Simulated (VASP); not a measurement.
# Zr2W (P-6m2) in VASP: further runs, part 2 of 2

VASP 6.6.1.

### 3 Single point, PBE

This run uses another cell than the first one, of 20.29 Å³/atom, 0.995 times its volume.

Input file INCAR:

```
SYSTEM = Zr2W
ALGO = Fast ; EDIFF = 1E-6
ENCUT = 520 ; GGA = PE
ISIF = 2 ; ISMEAR = 0
LASPH = .TRUE. ; LCHARG = .FALSE.
LREAL = .FALSE. ; LWAVE = .FALSE.
NBANDS = 26 ; NELM = 100
PREC = Accurate ; SIGMA = 0.1
```

Input file KPOINTS:

```
k-points
0
G
  12 12 16
  0 0 0
```

Input file POSCAR:

```
Zr2W
1.0
    4.9565251812     -0.0000000029      0.0000000000
   -2.4782625880      4.2924767229      0.0000000000
    0.0000000000      0.0000000000      2.8607908950
Zr W
2 1
Direct
    0.0000000000      0.0000000000      0.0000000000
    0.3333333333      0.6666666667      0.5000000000
    0.6666666667      0.3333333333      0.5000000000
```

Potentials or basis: VASP PAW PBE potentials, release 64 (Zr_sv, W_sv).

Launch:

```sh
$ cat potpaw_PBE.64/Zr_sv/POTCAR potpaw_PBE.64/W_sv/POTCAR > POTCAR
$ mpirun -np 1 vasp_std > vasp.out
```

OUTCAR:

```text
SYSTEM = Zr2W
   EDIFF = 1E-6
   ENCUT = 520
   GGA = PE
   ISIF = 2
   ISMEAR = 0
   LASPH = .TRUE.
   LREAL = .FALSE.
   NELM = 100
   PREC = Accurate

 ion  position               nearest neighbor table
   1  0.000  0.000  0.000-   2 3.20   3 3.20   2 3.20   3 3.20   2 3.20   2 3.20   3 3.20   3 3.20
                             3 3.20   3 3.20   2 3.20   2 3.20
   2  0.333  0.667  0.500-   3 2.86   3 2.86   3 2.86   1 3.20   1 3.20   1 3.20   1 3.20   1 3.20
                             1 3.20
   3  0.667  0.333  0.500-   2 2.86   2 2.86   2 2.86   1 3.20   1 3.20   1 3.20   1 3.20   1 3.20
                             1 3.20

  LATTYP: Found a hexagonal cell.
 ALAT       =     4.9565251812
 C/A-ratio  =     0.5771767096

  Lattice vectors:

 A1 = (   4.9565251812,  -0.0000000029,   0.0000000000)
 A2 = (  -2.4782625880,   4.2924767229,   0.0000000000)
 A3 = (   0.0000000000,   0.0000000000,   2.8607908950)

Analysis of symmetry for initial positions (statically):
=====================================================================
 Subroutine PRICEL returns:
 Original cell was already a primitive cell.

 Routine SETGRP: Setting up the symmetry group for a
 hexagonal supercell.

 Subroutine GETGRP returns: Found 12 space group operations
 (whereof 12 operations were pure point group operations)
 out of a pool of 24 trial point group operations.

The static configuration has the point symmetry D_3h.

Analysis of symmetry for dynamics (positions and initial velocities):
=====================================================================
 Subroutine PRICEL returns:
 Original cell was already a primitive cell.

 Routine SETGRP: Setting up the symmetry group for a
 hexagonal supercell.

 Subroutine GETGRP returns: Found 12 space group operations
 (whereof 12 operations were pure point group operations)
 out of a pool of 24 trial point group operations.

[... 120 lines left out ...]
   IMIX   =      4    mixing-type and parameters
     AMIX     =   0.40;   BMIX     =  1.00
     AMIX_MAG =   1.60;   BMIX_MAG =  1.00
  volume/ion in A,a.u.               =      20.29       136.91
  Fermi-wavevector in a.u.,A,eV,Ry     =   1.399197  2.644099 26.636841  1.957753
  Thomas-Fermi vector in A             =   2.522280
   LORBIT       =      0    0 simple, 1 ext, 2 COOP (PROOUT), +10 PAW based schemes
   GGA     = PE    functional components
   LHFCALC =     F    Hartree Fock is set to
   AEXX    =    0.0000 exact exchange contribution
   IVDW    =     0    specifies the selected vdW correction
   LEPSILON=     F    determine dielectric tensor
   LRPA    =     F    only Hartree local field effects (RPA)
 non-spin polarized calculation
 RMM-DIIS sequential band-by-band and
 Gauss-broadening in eV      SIGMA  =   0.10
  energy-cutoff  :      520.00
  volume of cell :       60.87
 maximum number of plane-waves:      1661
 NGX is ok and might be reduce to    40
   NGX = 19   NGY = 19   NGZ = 11

 number of electron      37.9999999 magnetization

 Free energy of the ion-electron system (eV)
  ---------------------------------------------------
  ext. energy  EPLUGINS =         0.00000000
  ---------------------------------------------------
  free energy    TOTEN  =       -29.03298880 eV

  energy without entropy =      -29.00958085  energy(sigma->0) =      -29.02128482

 E-fermi :   9.6808     XC(G=0): -11.8927

 val. band max:        9.6807307655   @ k =   0.3333   0.0833   0.5000
 cond. band min:       9.6808341535   @ k =   0.4167  -0.0000   0.2500
 fundamental gap:      0.0001033880
 Fermi energy:         9.6807945275

 k-point     1 :       0.0000    0.0000    0.0000
  band No.  band energies     occupation
      1     -64.1354      2.00000
      2     -38.8762      2.00000
      3     -38.7195      2.00000
      4     -28.3183      2.00000
      5     -28.3183      2.00000
      6     -28.0313      2.00000
[... 685 lines left out ...]
     25      13.3559      0.00000
     26      13.6682      0.00000

 [... further k-points ...]

------------------------ aborting loop because EDIFF is reached ----------------------------------------

  FORCE on cell =-STRESS in cart. coord.  units (eV):
  Direction    XX          YY          ZZ          XY          YZ          ZX
  --------------------------------------------------------------------------------------
  -------------------------------------------------------------------------------------
  Total        0.0201085      0.0201085      0.0423401      0.0000000      0.0000000     -0.0000000
  in kB        0.5293213      0.5293213      1.1145276      0.0000000      0.0000000     -0.0000000
  external PRESSURE =       0.7243901 kB  Pullay stress =       0.0000000 kB

 VOLUME and BASIS-vectors are now :
 -----------------------------------------------------------------------------
  energy-cutoff  :      520.00
  volume of cell :       60.87
      direct lattice vectors                 reciprocal lattice vectors
     4.956525181 -0.000000003  0.000000000     0.201754246  0.116482868  0.000000000
    -2.478262588  4.292476723  0.000000000     0.000000000  0.232965736  0.000000000
     0.000000000  0.000000000  2.860790895     0.000000000  0.000000000  0.349553685

 POSITION                                       TOTAL-FORCE (eV/Angst)
 -----------------------------------------------------------------------------------
      0.00000      0.00000      0.00000        -0.000000      0.000000      0.000000
      0.00000      2.86165      1.43040         0.000000      0.000000      0.000000
      2.47826      1.43083      1.43040        -0.000000      0.000000      0.000000
 -----------------------------------------------------------------------------------
    total drift:                                0.000000     -0.000000      0.000000

  FREE ENERGIE OF THE ION-ELECTRON SYSTEM (eV)
  ---------------------------------------------------
  free  energy   TOTEN  =       -29.0329887964 eV

  energy  without entropy=      -29.0095808498  energy(sigma->0) =      -29.02128482
```

OSZICAR:

```text
N       E                     dE             d eps       ncg     rms          rms(c)
DAV:   1     0.427288189016E+03    0.42729E+03   -0.21786E+04  8900   0.155E+03
DAV:   2    -0.510155931680E+01   -0.43239E+03   -0.42477E+03 10128   0.473E+02
DAV:   3    -0.293500039283E+02   -0.24248E+02   -0.23746E+02 15434   0.953E+01
[... 15 lines left out ...]
RMM:  19    -0.290329831699E+02   -0.39586E-05   -0.38945E-05 10397   0.265E-02    0.131E-02
RMM:  20    -0.290329853688E+02   -0.21989E-05   -0.23130E-05  9737   0.237E-02    0.134E-02
RMM:  21    -0.290329869186E+02   -0.15497E-05   -0.17323E-05  8389   0.218E-02    0.153E-02
RMM:  22    -0.290329880545E+02   -0.11360E-05   -0.10122E-05  9348   0.223E-02    0.119E-02
RMM:  23    -0.290329887964E+02   -0.74186E-06   -0.67791E-06  8999   0.213E-02
   1 F= -.29032989E+02 E0= -.29021285E+02  d E =-.234079E-01
```

stdout:

```text
POSCAR found type information on POSCAR ZrW
 POSCAR found :  2 types and       3 ions
 scaLAPACK will be used
 LDA part: xc-table for (Slater+PW92), standard interpolation
 POSCAR, INCAR and KPOINTS ok, starting setup
 FFT: planning ... GRIDC
 FFT: planning ... GRID_SOFT
 FFT: planning ... GRID
 WAVECAR not read
 entering main loop
WARNING in EDDRMM: call to ZHEGV failed, returncode =   6  3     13
WARNING in EDDRMM: call to ZHEGV failed, returncode =   6  3     21
WARNING in EDDRMM: call to ZHEGV failed, returncode =   6  3     10
WARNING in EDDRMM: call to ZHEGV failed, returncode =   6  3     11
WARNING in EDDRMM: call to ZHEGV failed, returncode =   6  3      8
WARNING in EDDRMM: call to ZHEGV failed, returncode =   6  3     10
WARNING in EDDRMM: call to ZHEGV failed, returncode =   6  3     21
WARNING in EDDRMM: call to ZHEGV failed, returncode =   6  3     13
WARNING in EDDRMM: call to ZHEGV failed, returncode =   8  4     24
WARNING in EDDRMM: call to ZHEGV failed, returncode =   8  4      8
WARNING in EDDRMM: call to ZHEGV failed, returncode =   8  4     10
WARNING in EDDRMM: call to ZHEGV failed, returncode =   6  3     18
WARNING in EDDRMM: call to ZHEGV failed, returncode =   8  4      7
WARNING in EDDRMM: call to ZHEGV failed, returncode =   8  4      7
```

Wall time 4.6 min (1 thread of Intel Xeon Platinum 8488C (Sapphire Rapids), shared host); peak memory 0.37 GiB.

Results:

- Free energy: -29.0330 eV
- Pressure: 0.1 GPa
- Band gap on the k mesh: none (metal or under the smearing width)

The run has no spin-orbit coupling, so splittings on W are missing.
